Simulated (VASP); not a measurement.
VASP, PAW. Band gap of InAs (zinc blende) (no spin-orbit coupling).

```
level            band gap (eV)
---------------  -------------
SCAN (own cell)   0 (metallic)
```

### Question
Estimate the band gap from rev-vdW-DF2 (own cell), PBE (own cell), r2SCAN (own cell).

### Answer

```
Item                              Value
----------------------  ---------------
rev-vdW-DF2 (own cell)  0 (metallic) eV
PBE (own cell)          0 (metallic) eV
r2SCAN (own cell)               0.08 eV
```

Only levels that ran to the end are used. Left out are those held back, those with too coarse a band path, GW runs whose mesh misses a band edge, hybrids' fits of cells that aren't cubic and levels without matching references; a question may draw on a part of the rest.

The compound is InAs in the zinc blende structure.
